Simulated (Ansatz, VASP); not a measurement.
**WS2 (Tungstenite) in two plane-wave programs**

Wanted: the spread between two codes on one cell, functional and k mesh. The cell is taken from a series of runs on this material, whose earlier steps may have relaxed, scaled, displaced or heated it; both programs get it as it stands.

Program: Ansatz 0.2.0. Level of theory: plane waves, with VASP 6.6.1 beside it; dielectric response at PBEsol. Results are calculated unless marked as measured.

## Step 1: The structure

Symmetry: P6_3/mmc, No. 194, hexagonal system. Conventional cell: a = 3.153 Å, b = 3.153 Å, c = 12.323 Å, α = 90.00°, β = 90.00°, γ = 120.00°. Nearest to W lie 6 S at 2.40 Å. Nearest to S lie 3 W at 2.40 Å. Farther neighbours and most contacts between anions are not listed.

As a file:

```cif
data_structure
_symmetry_space_group_name_H-M 'P 1'
_symmetry_Int_Tables_number 1
_cell_length_a 3.1532
_cell_length_b 3.1532
_cell_length_c 12.3230
_cell_angle_alpha 90.000
_cell_angle_beta 90.000
_cell_angle_gamma 120.000
_cell_volume 106.11
loop_
_atom_site_label
_atom_site_type_symbol
_atom_site_fract_x
_atom_site_fract_y
_atom_site_fract_z
_atom_site_occupancy
W1 W 0.33333 0.66667 0.25000 1
W2 W 0.66667 0.33333 0.75000 1
S3 S 0.33333 0.66667 0.62250 1
S4 S 0.66667 0.33333 0.12250 1
S5 S 0.33333 0.66667 0.87750 1
S6 S 0.66667 0.33333 0.37750 1
```

## Step 2: VASP: dielectric response, PBEsol

The response to a field tests empty states and converges slowly with the mesh.

Lines of VASP's logs that name or quote its potential files are left out, and so is its time.

File INCAR:

```
SYSTEM = WS2
PREC = Accurate
ENCUT = 520
EDIFF = 1E-08
NELM = 120
ISMEAR = 0
SIGMA = 0.01
LREAL = .FALSE.
ALGO = Normal
GGA = PS
NBANDS = 24
LASPH = .TRUE.
LORBIT = 11
LWAVE = .FALSE.
LCHARG = .FALSE.
ISIF = 2
LEPSILON = .TRUE.
GGA_COMPAT = .FALSE.
EFERMI = MIDGAP
KPAR = 2
```

File POSCAR:

```
WS2
1.0
    3.1532000000      0.0000000000      0.0000000000
   -1.5766000000      2.7307513032      0.0000000000
    0.0000000000      0.0000000000     12.3230000000
W S
2 4
Direct
    0.3333333333      0.6666666667      0.2500000000
    0.6666666667      0.3333333333      0.7500000000
    0.3333333333      0.6666666667      0.6225000000
    0.6666666667      0.3333333333      0.1225000000
    0.3333333333      0.6666666667      0.8775000000
    0.6666666667      0.3333333333      0.3775000000
```

File KPOINTS:

```
Automatic mesh
0
Gamma
4 4 1
0 0 0
```

PAW data sets: W and S (PBE family, release 64).

The run is started by

```console
> mpirun -np 2 vasp_std
```

Numbers of over 12 decimals in the logs are rounded to 6 here.

Output:

```text
[banner, memory and clock lines left out]
running    2 mpi-ranks, on    1 nodes
 distrk:  each k-point on    1 cores,    2 groups
 distr:  one band on    1 cores,    1 groups

 POSCAR found type information on POSCAR W S
 POSCAR found :  2 types and       6 ions
|                                                                             |
|               ----> ADVICE to this user running VASP <----                  |
|                                                                             |
|     You enforced a specific xc type in the INCAR file but a different       |
|     [... a line on the potential file left out ...]
|     I HOPE YOU KNOW WHAT YOU ARE DOING!                                     |
|                                                                             |

 LDA part: xc-table for (Slater+PW92), standard interpolation
 POSCAR, INCAR and KPOINTS ok, starting setup
 FFT: planning ... GRIDC
 FFT: planning ... GRID_SOFT
 FFT: planning ... GRID
 WAVECAR not read
 entering main loop
       N       E                     dE             d eps       ncg     rms          rms(c)
DAV:   1     0.192890236036E+03    0.19289E+03   -0.16251E+04   192   0.133E+03
DAV:   2    -0.373040959448E+02   -0.23019E+03   -0.22045E+03   272   0.287E+02
DAV:   3    -0.529766915077E+02   -0.15673E+02   -0.15550E+02   256   0.721E+01
DAV:   4    -0.533744767092E+02   -0.39779E+00   -0.39718E+00   264   0.126E+01
DAV:   5    -0.533827661030E+02   -0.82894E-02   -0.82857E-02   256   0.159E+00    0.408E+01
DAV:   6    -0.511591432593E+02    0.22236E+01   -0.95031E+00   280   0.153E+01    0.183E+01
DAV:   7    -0.508640850069E+02    0.29506E+00   -0.31961E+00   256   0.101E+01    0.869E+00
DAV:   8    -0.507370281517E+02    0.12706E+00   -0.44630E-01   264   0.426E+00    0.136E+00
DAV:   9    -0.507319305928E+02    0.50976E-02   -0.61420E-02   264   0.138E+00    0.601E-01
DAV:  10    -0.507303424218E+02    0.15882E-02   -0.13780E-02   264   0.657E-01    0.339E-01
DAV:  11    -0.507302517574E+02    0.90664E-04   -0.18128E-03   272   0.250E-01    0.132E-01
DAV:  12    -0.507302344269E+02    0.17330E-04   -0.37608E-04   264   0.123E-01    0.538E-02
DAV:  13    -0.507302366446E+02   -0.22177E-05   -0.28483E-05   272   0.292E-02    0.113E-02
DAV:  14    -0.507302363334E+02    0.31125E-06   -0.19395E-06   272   0.739E-03    0.572E-03
DAV:  15    -0.507302364799E+02   -0.14655E-06   -0.31515E-07   264   0.338E-03    0.452E-03
DAV:  16    -0.507302365548E+02   -0.74889E-07   -0.72452E-08   240   0.146E-03    0.650E-04
DAV:  17    -0.507302365569E+02   -0.21141E-08   -0.90329E-09   192   0.559E-04
   1 F= -.50730237E+02 E0= -.50730237E+02  d E =0.000000E+00
 Linear response reoptimize wavefunctions to high precision
DAV:   1    -0.507302365562E+02    0.71668E-09   -0.31396E-09   176   0.366E-04
DAV:   2    -0.507302365563E+02   -0.76398E-10   -0.59702E-10   160   0.201E-04
 Linear response G [H, r] |phi>, progress :
  Direction:   1
       N       E                     dE             d eps       ncg     rms
RMM:   1    -0.194733006233E+03   -0.19473E+03   -0.20719E+02   492   0.966E+01
RMM:   2    -0.148638170527E+03    0.46095E+02   -0.22678E+01   316   0.279E+01
RMM:   3    -0.149025443733E+03   -0.38727E+00   -0.12025E+00   327   0.445E+00
RMM:   4    -0.149050488376E+03   -0.25045E-01   -0.39410E-02   334   0.876E-01
RMM:   5    -0.149051800657E+03   -0.13123E-02   -0.31282E-03   341   0.199E-01
RMM:   6    -0.149051897309E+03   -0.96652E-04   -0.58594E-04   348   0.513E-02
RMM:   7    -0.149051904921E+03   -0.76123E-05   -0.40948E-04   373   0.209E-02
RMM:   8    -0.149051906648E+03   -0.17268E-05   -0.50166E-04   383   0.141E-02
RMM:   9    -0.149051906204E+03    0.44388E-06    0.12180E-04   407   0.128E-02
RMM:  10    -0.149051903242E+03    0.29629E-05    0.12882E-03   379   0.124E-02
RMM:  11    -0.149051905921E+03   -0.26793E-05    0.86584E-04   361   0.123E-02
RMM:  12    -0.149051905536E+03    0.38458E-06    0.10468E-03   347   0.123E-02
 Linear response G [H, r] |phi>, progress :
  Direction:   2
       N       E                     dE             d eps       ncg     rms
RMM:   1    -0.203364692679E+03   -0.20336E+03   -0.36214E+02   487   0.944E+01
RMM:   2    -0.157164721263E+03    0.46200E+02   -0.23074E+01   322   0.272E+01
RMM:   3    -0.157749830189E+03   -0.58511E+00   -0.16755E+00   323   0.435E+00
RMM:   4    -0.157784616549E+03   -0.34786E-01   -0.60347E-02   334   0.900E-01
RMM:   5    -0.157785912947E+03   -0.12964E-02   -0.54252E-03   335   0.209E-01
RMM:   6    -0.157786041982E+03   -0.12903E-03   -0.10930E-03   344   0.635E-02
RMM:   7    -0.157786047465E+03   -0.54830E-05   -0.75361E-04   367   0.286E-02
RMM:   8    -0.157786050726E+03   -0.32611E-05   -0.67232E-04   380   0.195E-02
RMM:   9    -0.157786053745E+03   -0.30197E-05   -0.24683E-03   391   0.175E-02
[...]
RMM:   1    -0.198852013535E+03   -0.19885E+03   -0.18212E+02   468   0.966E+01
RMM:   2    -0.161388512166E+03    0.37464E+02   -0.22510E+01   305   0.249E+01
RMM:   3    -0.161767430179E+03   -0.37892E+00   -0.12090E+00   319   0.394E+00
RMM:   4    -0.161811966262E+03   -0.44536E-01   -0.49991E-02   320   0.761E-01
RMM:   5    -0.161813419874E+03   -0.14536E-02   -0.89966E-03   347   0.171E-01
RMM:   6    -0.161813221691E+03    0.19818E-03   -0.37455E-03   362   0.541E-02
[...]
Linear response to external field (no local field effect), progress :
  Direction:   3
       N       E                     dE             d eps       ncg     rms          rms(c)
RMM:   1    -0.257898882606E+01   -0.25790E+01   -0.12497E+01   370   0.789E+00
RMM:   2    -0.270945391383E+01   -0.13047E+00   -0.86408E-02   307   0.141E+00
RMM:   3    -0.271225319036E+01   -0.27993E-02   -0.44042E-03   329   0.208E-01
RMM:   4    -0.271243294899E+01   -0.17976E-03   -0.22427E-04   341   0.414E-02
RMM:   5    -0.271244156435E+01   -0.86154E-05   -0.34247E-05   347   0.108E-02
RMM:   6    -0.271244253994E+01   -0.97560E-06   -0.23448E-05   344   0.448E-03
RMM:   7    -0.271244237061E+01    0.16933E-06   -0.18053E-05   308   0.285E-03
RMM:   8    -0.271244285745E+01   -0.48684E-06   -0.26828E-05   270   0.254E-03
RMM:   9    -0.271244282319E+01    0.34258E-07   -0.26559E-05   258   0.247E-03
RMM:  10    -0.271244285330E+01   -0.30105E-07   -0.18536E-05   255   0.248E-03
RMM:  11    -0.271244289436E+01   -0.41063E-07   -0.15032E-05   251   0.246E-03
 change of polarisation eV/A/(eV/A) component  3 :    -0.000     0.000     5.424
 dielectric tensor                  component  3 :    -0.000     0.000    10.250
 Linear response to external field, progress :
  Direction:   1
       N       E                     dE             d eps       ncg     rms          rms(c)
RMM:   1    -0.325019710769E+01   -0.32502E+01   -0.18708E+01   650   0.808E+00
RMM:   2    -0.336457931285E+01   -0.11438E+00   -0.11674E-01   540   0.144E+00    0.352E+00
RMM:   3    -0.324394432541E+01    0.12063E+00   -0.14411E-01   568   0.167E+00    0.193E+00
RMM:   4    -0.334158411172E+01   -0.97640E-01   -0.11606E-01   565   0.153E+00    0.402E-01
RMM:   5    -0.337250856992E+01   -0.30924E-01   -0.60026E-03   577   0.414E-01    0.457E-02
RMM:   6    -0.336956980573E+01    0.29388E-02   -0.18573E-04   585   0.760E-02    0.261E-02
RMM:   7    -0.337052301311E+01   -0.95321E-03   -0.35988E-05   591   0.243E-02    0.512E-03
RMM:   8    -0.337084874722E+01   -0.32573E-03   -0.10014E-05   609   0.713E-03    0.209E-03
RMM:   9    -0.337086489568E+01   -0.16148E-04   -0.92861E-06   603   0.346E-03    0.658E-04
RMM:  10    -0.337089458177E+01   -0.29686E-04   -0.86856E-06   616   0.232E-03    0.194E-04
RMM:  11    -0.337089716228E+01   -0.25805E-05   -0.64595E-06   655   0.165E-03    0.918E-05
RMM:  12    -0.337089808402E+01   -0.92174E-06   -0.17135E-05   597   0.155E-03    0.271E-05
RMM:  13    -0.337089761094E+01    0.47308E-06   -0.13352E-05   474   0.146E-03    0.114E-05
RMM:  14    -0.337089763793E+01   -0.26994E-07   -0.16036E-05   423   0.146E-03    0.362E-06
 change of polarisation eV/A/(eV/A) component  1 :     6.349    -0.746     0.000
 dielectric tensor                  component  1 :    11.827    -1.271     0.000
 Linear response to external field, progress :
  Direction:   2
       N       E                     dE             d eps       ncg     rms          rms(c)
RMM:   1    -0.323669959747E+01   -0.32367E+01   -0.18573E+01   641   0.807E+00
RMM:   2    -0.336465914980E+01   -0.12796E+00   -0.11755E-01   540   0.149E+00    0.352E+00
RMM:   3    -0.324390356212E+01    0.12076E+00   -0.14375E-01   571   0.167E+00    0.193E+00
RMM:   4    -0.334127469643E+01   -0.97371E-01   -0.11516E-01   567   0.152E+00    0.404E-01
RMM:   5    -0.337265326335E+01   -0.31379E-01   -0.57814E-03   577   0.410E-01    0.504E-02
RMM:   6    -0.337003818632E+01    0.26151E-02   -0.18448E-04   592   0.775E-02    0.274E-02
RMM:   7    -0.337007192810E+01   -0.33742E-04   -0.38538E-05   590   0.245E-02    0.108E-02
RMM:   8    -0.337083137569E+01   -0.75945E-03   -0.20063E-05   603   0.878E-03    0.234E-03
RMM:   9    -0.337086654905E+01   -0.35173E-04   -0.18432E-05   612   0.380E-03    0.736E-04
RMM:  10    -0.337090227610E+01   -0.35727E-04   -0.95869E-06   622   0.231E-03    0.202E-04
RMM:  11    -0.337090558864E+01   -0.33125E-05   -0.50683E-06   648   0.166E-03    0.759E-05
RMM:  12    -0.337090507343E+01    0.51521E-06   -0.38333E-06   596   0.148E-03    0.383E-05
RMM:  13    -0.337090568138E+01   -0.60795E-06   -0.10401E-05   484   0.141E-03    0.169E-05
RMM:  14    -0.337090578971E+01   -0.10833E-06   -0.10548E-05   440   0.141E-03    0.301E-06
 change of polarisation eV/A/(eV/A) component  2 :    -0.746     6.349     0.000
 dielectric tensor                  component  2 :    -1.271    11.827     0.000
 Linear response to external field, progress :
  Direction:   3
       N       E                     dE             d eps       ncg     rms          rms(c)
RMM:   1    -0.257898882606E+01   -0.25790E+01   -0.12497E+01   370   0.789E+00
RMM:   2    -0.270945391383E+01   -0.13047E+00   -0.86408E-02   307   0.141E+00    0.496E+00
RMM:   3    -0.201827179107E+01    0.69118E+00   -0.57211E+00   310   0.543E+00    0.206E+00
RMM:   4    -0.182103434292E+01    0.19724E+00   -0.59890E-01   339   0.177E+00    0.105E+00
RMM:   5    -0.183405003237E+01   -0.13016E-01   -0.91106E-02   323   0.117E+00    0.469E-01
RMM:   6    -0.183648404481E+01   -0.24340E-02   -0.72988E-03   326   0.313E-01    0.363E-01
RMM:   7    -0.184204016718E+01   -0.55561E-02   -0.54769E-04   334   0.832E-02    0.247E-01
RMM:   8    -0.184511152192E+01   -0.30714E-02   -0.45863E-03   362   0.222E-01    0.714E-02
RMM:   9    -0.184575180744E+01   -0.64029E-03   -0.14283E-04   336   0.450E-02    0.511E-02
RMM:  10    -0.184605102150E+01   -0.29921E-03   -0.55499E-04   362   0.170E-02    0.226E-02
RMM:  11    -0.184600896689E+01    0.42055E-04   -0.79315E-05   340   0.160E-02    0.285E-03
RMM:  12    -0.184599077977E+01    0.18187E-04    0.16367E-05   364   0.485E-03    0.374E-03
RMM:  13    -0.184597926141E+01    0.11518E-04    0.10304E-05   375   0.259E-03    0.945E-04
RMM:  14    -0.184598578469E+01   -0.65233E-05    0.13628E-05   388   0.196E-03    0.189E-04
RMM:  15    -0.184598708427E+01   -0.12996E-05    0.20105E-05   374   0.162E-03    0.328E-04
RMM:  16    -0.184598968163E+01   -0.25974E-05   -0.20322E-05   366   0.159E-03    0.214E-04
RMM:  17    -0.184599014486E+01   -0.46323E-06   -0.11484E-05   351   0.156E-03    0.394E-05
RMM:  18    -0.184598858335E+01    0.15615E-05    0.29308E-05   288   0.153E-03    0.168E-05
RMM:  19    -0.184598931854E+01   -0.73520E-06    0.22475E-05   254   0.153E-03    0.559E-06
 change of polarisation eV/A/(eV/A) component  3 :     0.000     0.000     3.490
 dielectric tensor                  component  3 :     0.000     0.000     6.951
 Born effective charges drift removed
```

Parts of OUTCAR (step 2):

```text
ion  position               nearest neighbor table
   1  0.333  0.667  0.250-   4 2.40   6 2.40   4 2.40   6 2.40   4 2.40   6 2.40
   2  0.667  0.333  0.750-   3 2.40   5 2.40   3 2.40   5 2.40   3 2.40   5 2.40
   3  0.333  0.667  0.623-   2 2.40   2 2.40   2 2.40
   4  0.667  0.333  0.123-   1 2.40   1 2.40   1 2.40
   5  0.333  0.667  0.877-   2 2.40   2 2.40   2 2.40
   6  0.667  0.333  0.377-   1 2.40   1 2.40   1 2.40

  LATTYP: Found a hexagonal cell.
 ALAT       =     3.1532000000
 C/A-ratio  =     3.9080933655

 Subroutine GETGRP returns: Found 24 space group operations
 (whereof 12 operations were pure point group operations)

The static configuration has the point symmetry D_3d.
 The point group associated with its full space group is D_6h.

 Found      4 irreducible k-points:

   k-points           NKPTS =      4   k-points in BZ     NKDIM =      4   number of bands    NBANDS=     24

   dimension x,y,z NGX =    24 NGY =   24 NGZ =   96
   dimension x,y,z NGXF=    48 NGYF=   48 NGZF=  192

   ENCUT  =  520.0 eV  38.22 Ry    6.18 a.u.   5.86  5.86 22.91*2*pi/ulx,y,z

   NELECT =      36.0000    total number of electrons

 k-points in reciprocal lattice and weights: Automatic mesh
   0.00000000  0.00000000  0.00000000       0.062
   0.25000000 -0.00000000  0.00000000       0.375
   0.50000000 -0.00000000  0.00000000       0.188
   0.25000000  0.25000000  0.00000000       0.375

 average (electrostatic) potential at core
       1 -39.5950       2 -39.5950       3 -85.7633       4 -85.7633       5 -85.7633
       6 -85.7633

  Total       -1.2124144     -1.2124144     -0.6184165      0.0000000      0.0000000      0.0000000
  in kB      -18.3067622    -18.3067622     -9.3377341      0.0000000      0.0000000      0.0000000
  external PRESSURE =     -15.3170862 kB  Pullay stress =       0.0000000 kB

  energy-cutoff  :      520.00
  volume of cell :      106.11
      direct lattice vectors                 reciprocal lattice vectors
     3.153200000  0.000000000  0.000000000     0.317138145  0.183099794  0.000000000
    -1.576600000  2.730751303  0.000000000     0.000000000  0.366199587  0.000000000
     0.000000000  0.000000000 12.323000000     0.000000000  0.000000000  0.081149071

 POSITION                                       TOTAL-FORCE (eV/Angst)
 -----------------------------------------------------------------------------------
     -0.00000      1.82050      3.08075        -0.000000     -0.000000      0.000000
      1.57660      0.91025      9.24225        -0.000000     -0.000000      0.000000
     -0.00000      1.82050      7.67107        -0.000000     -0.000000      0.272366
      1.57660      0.91025      1.50957         0.000000      0.000000      0.272366
     -0.00000      1.82050     10.81343        -0.000000      0.000000     -0.272366
      1.57660      0.91025      4.65193         0.000000     -0.000000     -0.272366
 -----------------------------------------------------------------------------------
    total drift:                               -0.000000      0.000000     -0.000000

 MACROSCOPIC STATIC DIELECTRIC TENSOR (including local field effects in DFT)
 ------------------------------------------------------
          11.826679    -0.000000     0.000000
           0.000000    11.826679     0.000000
           0.000000     0.000000     6.951118
 ------------------------------------------------------

 PIEZOELECTRIC TENSOR (including local field effects)  for field in x, y, z        (C/m^2)
          XX          YY          ZZ          XY          YZ          ZX
  --------------------------------------------------------------------------------
  x     0.00000     0.00000     0.00000     0.00000     0.00000     0.00000
  y     0.00000     0.00000     0.00000     0.00000     0.00000     0.00000
  z     0.00000     0.00000     0.00000     0.00000     0.00000     0.00000

 BORN EFFECTIVE CHARGES (including local field effects) (in |e|, cummulative output)
 ---------------------------------------------------------------------------------
 ion    1
    1    -0.75778     0.00000     0.00000
    2     0.00000    -0.75778    -0.00000
    3    -0.00000    -0.00000    -0.14053
 ion    2
    1    -0.75778     0.00000     0.00000
    2     0.00000    -0.75778    -0.00000
    3     0.00000     0.00000    -0.14053
 ion    3
    1     0.37889     0.00000     0.00000
    2     0.00000     0.37889     0.00000
    3    -0.00000     0.00000     0.07026
 ion    4
    1     0.37889     0.00000     0.00000
    2     0.00000     0.37889     0.00000
    3    -0.00000     0.00000     0.07026
 ion    5
    1     0.37889     0.00000     0.00000
    2     0.00000     0.37889     0.00000
    3     0.00000     0.00000     0.07026
 ion    6
    1     0.37889     0.00000     0.00000
    2     0.00000     0.37889     0.00000
    3     0.00000     0.00000     0.07026
```

This run has no spin polarisation, so a moment on W, if there is one, isn't seen. The dielectric response converges more slowly with the mesh than energies do, so tensor and charges may still move on a finer one. The data set W keeps the semicore shell frozen, which is cheaper and a little less accurate.

(Continued in part 2 of 2.)

[Lines on the potential files, build, host, timing and source positions are cut from VASP's logs without a mark.]

[Logs are printed without paths, hosts, clocks, repeated set-up lines and the standing remarks that a program may print on its own settings, such as how far it seeks lower states.]

[Hosts, paths, dates, database ids (printed as entryN), source tags and the programs' standing remarks are cut or masked in the printed files.]
